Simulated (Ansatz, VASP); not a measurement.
# TiZnSe3: VASP beside Ansatz, part 3 of 3

Aim: how closely do two programs agree when they are given the same cell, functional and k mesh? The cell is generated by rule, not measured, and may not be a known phase. The cell is taken from a series of runs on this material, whose earlier steps may have relaxed, scaled, displaced or heated it; both programs get it as it stands.

VASP 6.6.1 and Ansatz 0.2.0.

So far: The structure; Ansatz: relaxation of cell and atoms, PBE, pair 1; VASP: relaxation of cell and atoms, PBE, pair 1; Differences; VASP: relaxation of cell and atoms, PBE, pair 2; Ansatz: relaxation of cell and atoms, PBE, pair 2.

### Step 8. Ansatz: relaxation of cell and atoms, PBE, pair 3

Level of this step: Ansatz beside VASP: Kohn-Sham DFT, plane waves, PBE (Ansatz).

The relaxed volume is the usual yardstick between codes: in a stiff, nearly cubic crystal its relative difference is about their pressure difference at one cell divided by the bulk modulus. Its start cell is another than that of the pair before, and may be another structure of the material.

The cell is taken from a series of runs on this material, whose earlier steps may have relaxed, scaled, displaced or heated it; both programs get it as it stands.

Contents of input.yaml:

```yaml
crystal:
  lattice:
    - [3.8314537745, 0.0, 0.0]
    - [0.0, 3.604967378, 5.9822066131]
    - [0.0, -3.604967378, 5.9822066131]
  atoms:
    - { symbol: Zn, position: [0.0, 0.172443228, 0.172443228] }
    - { symbol: Ti, position: [0.5, 0.5560417496, 0.5560417496] }
    - { symbol: Se, position: [0.5, 0.4097475586, 0.9420956401] }
    - { symbol: Se, position: [0.5, 0.9420956401, 0.4097475586] }
    - { symbol: Se, position: [0.0, 0.4333271128, 0.4333271128] }
kpoints:
  mp_grid: { grid: [8, 6, 6] }
hamiltonian:
  xc: pbe
  pseudopotentials: { kind: paw, azcp: { folder: soft_1 } }
scf:
  occupations: { method: fixed }
output:
  forces: true
  stress: true
  eigenvalues: true
relax:
  adjacent_minimum: "off"
  f_tol: 0.001
  max_steps: 60
  cell: { stress_tol: 0.01 }
```

Launch:

```
> ansatz run input.yaml --threads 4 --pin off --max-ram 16384MiB --backend cpu --events-out ev --progress --plain --runs-dir out
```

Numbers of over 12 decimals in the logs are rounded to 6 here.

What it wrote:

```text
[...]
Crystal: 5 atoms, lattice volume = 165.256 Å³
Basis set: ecut = 420 eV, 3267 PW (Γ), exchange–correlation on 54×96×96 points (8 copies of the dense FFT grid, shifted against one another)
Bands: 44, of which v1, the nominal top of the filled ones, is band 36 counted from 1 (35 counted from 0)
Symmetry: 4 space group operations
[...]
k-points: 65 of 288 (time reversal used)
[...]
cell:  # Å, volume = 165.2006 Å³
    - [3.829954, 0, 0]
    - [0, 3.605120, 5.982301]
    - [0, -3.605120, 5.982301]
  atoms:
    - { symbol: Zn, position: [0, 0.172540, 0.172540] }
    - { symbol: Ti, position: [0.500000, 0.555991, 0.555991] }
    - { symbol: Se, position: [0.500000, 0.409821, 0.942083] }
    - { symbol: Se, position: [0.500000, 0.942083, 0.409821] }
    - { symbol: Se, position: [0, 0.433221, 0.433221] }
[key lines of the parts left out:]
SCF converged after 6 iterations
Free energy (F): -22229.272215 eV
Fermi energy:    3.531300 eV
P = ⅓ Tr σ = 0.0004 GPa (0.004 kbar)
```

### Step 9. VASP: relaxation of cell and atoms, PBE, pair 3

The same cell, functional and mesh now go to VASP, with its own data sets.

Contents of INCAR:

```
SYSTEM = TiZnSe3
PREC = Accurate
ENCUT = 500
EDIFF = 1E-07
NELM = 120
ISMEAR = 0
SIGMA = 0.01
LREAL = .FALSE.
ALGO = Normal
GGA = PE
NBANDS = 27
LASPH = .TRUE.
LORBIT = 11
LWAVE = .FALSE.
LCHARG = .FALSE.
ISIF = 3
IBRION = 2
NSW = 80
EDIFFG = -0.005
GGA_COMPAT = .FALSE.
NELMIN = 4
EFERMI = MIDGAP
KPAR = 2
```

Contents of POSCAR:

```
TiZnSe3
1.0
    3.8314540000      0.0000000000      0.0000000000
    0.0000000000      3.6049670000      5.9822070000
    0.0000000000     -3.6049670000      5.9822070000
Zn Ti Se
1 1 3
Direct
    0.0000000000      0.1724432137      0.1724432137
    0.5000000000      0.5560416916      0.5560416916
    0.5000000000      0.4097475248      0.9420955324
    0.5000000000      0.9420955324      0.4097475248
    0.0000000000      0.4333271149      0.4333271149
```

Contents of KPOINTS:

```
Automatic mesh
0
Gamma
8 6 6
0 0 0
```

Potentials, in the order of the species: Zn, Ti_sv and Se (PBE family, release 64).

Launch:

```
> mpirun -np 2 vasp_std
```

What it wrote:

```text
[... set-up lines as in an earlier step ...]
 entering main loop
       N       E                     dE             d eps       ncg     rms          rms(c)
DAV:   1     0.355680289507E+03    0.35568E+03   -0.18813E+04  3518   0.145E+03
DAV:   2     0.211104039067E+02   -0.33457E+03   -0.32665E+03  3823   0.368E+02
DAV:   3    -0.230451672262E+02   -0.44156E+02   -0.43487E+02  5260   0.126E+02
DAV:   4    -0.261815818927E+02   -0.31364E+01   -0.31285E+01  5331   0.276E+01
[...]
DAV:  15    -0.227442804819E+02    0.37237E-05   -0.98343E-06  4444   0.208E-02    0.788E-03
DAV:  16    -0.227442771747E+02    0.33071E-05   -0.68109E-06  3845   0.169E-02    0.343E-03
DAV:  17    -0.227442770959E+02    0.78804E-07   -0.72207E-07  4618   0.569E-03
   1 F= -.22744277E+02 E0= -.22744277E+02  d E =-.227443E+02
[... from here on, the cycles between the ionic steps are left out ...]
   2 F= -.22744345E+02 E0= -.22744345E+02  d E =-.679471E-04
   3 F= -.22744366E+02 E0= -.22744366E+02  d E =-.891902E-04
   4 F= -.22744366E+02 E0= -.22744366E+02  d E =-.892845E-04
   5 F= -.22744366E+02 E0= -.22744366E+02  d E =-.884388E-04
   6 F= -.22744366E+02 E0= -.22744366E+02  d E =-.889749E-04
   7 F= -.22744372E+02 E0= -.22744372E+02  d E =-.632909E-05
 trial-energy change:   -0.000006  1 .order   -0.000006   -0.000008   -0.000004
 step:   1.9308(harm=  1.9308)  dis= 0.00078  next Energy=   -22.744375 (dE=-0.871E-05)
 reached required accuracy - stopping structural energy minimisation
```

OUTCAR, selected parts (step 9):

```text
  Total       -0.0033743     -0.0028238     -0.0097255      0.0000000      0.0000000      0.0000000
  in kB       -0.0326599     -0.0273319     -0.0941324      0.0000000      0.0000000      0.0000000
  external PRESSURE =      -0.0513747 kB  Pullay stress =       0.0000000 kB

 POSITION                                       TOTAL-FORCE (eV/Angst)
 -----------------------------------------------------------------------------------
      0.00000      0.00000      2.06367         0.000000     -0.000000      0.001271
      1.91691      0.00000      6.65359         0.000000     -0.000000     -0.002301
      1.91691     -1.92019      8.08912         0.000000      0.003766      0.001696
      1.91691      1.92019      8.08912         0.000000     -0.003766      0.001696
      0.00000      0.00000      5.18505         0.000000     -0.000000     -0.002362
 -----------------------------------------------------------------------------------
    total drift:                                0.000000     -0.000000     -0.001900

  FREE ENERGIE OF THE ION-ELECTRON SYSTEM (eV)
  ---------------------------------------------------
  free  energy   TOTEN  =       -22.7443723999 eV

  energy  without entropy=      -22.7443723999  energy(sigma->0) =      -22.74437240

[... 1 part as in an earlier step ...]

[... 3 further parts left out ...]
[key lines of the parts left out:]
E-fermi :   0.5608
```

The run keeps the 4 symmetry operations of its start, so it cannot find a distortion of lower symmetry.

### Step 10. Differences

What differs besides the data sets and the points named for the pairs above, as far as they apply: fixed occupations in Ansatz, narrow Gaussian smearing in VASP; the data sets hold 72 valence electrons in Ansatz (on its PAW soft_1 files) and 42 in VASP. Total energies have different zeros and are not compared.

The two programs side by side:

```
                                         quantity  Ansatz    VASP  difference
                                      volume (Å³)  165.20  165.53     -0.20 %
edge a after relaxation, in the typed setting (Å)   3.830   3.834     -0.10 %
edge b after relaxation, in the typed setting (Å)   6.985   6.987     -0.04 %
```

### Step 11. What came out

| Quantity | Value |
| --- | --- |
| difference in volume (relaxation of cell and atoms, PBE, pair 1) | -0.12 % |
| difference in volume (relaxation of cell and atoms, PBE, pair 2) | -0.17 % |
| difference in volume (relaxation of cell and atoms, PBE, pair 3) | -0.20 % |

What this shows: The difference in volume is -0.20 % (relaxation of cell and atoms, PBE, pair 3), within the 1.2 % picked in this series as the mark of a large difference, as far as the stopping tolerances let one tell. The data sets hold unlike numbers of valence electrons (72 in Ansatz and 42 in VASP), so part of the differences comes from the potentials. 1 further run of this series is not shown here. Such differences can come from data sets, numerical settings and the points named under the comparisons, not from the functional's error against experiment.

[Lines on the potential files, build, host, timing and source positions are cut from VASP's logs without a mark.]

[Logs are printed without paths, hosts, clocks, repeated set-up lines and the standing remarks that a program may print on its own settings, such as how far it seeks lower states.]

[Hosts, paths, dates, database ids (printed as entryN), source tags and the programs' standing remarks are cut or masked in the printed files.]
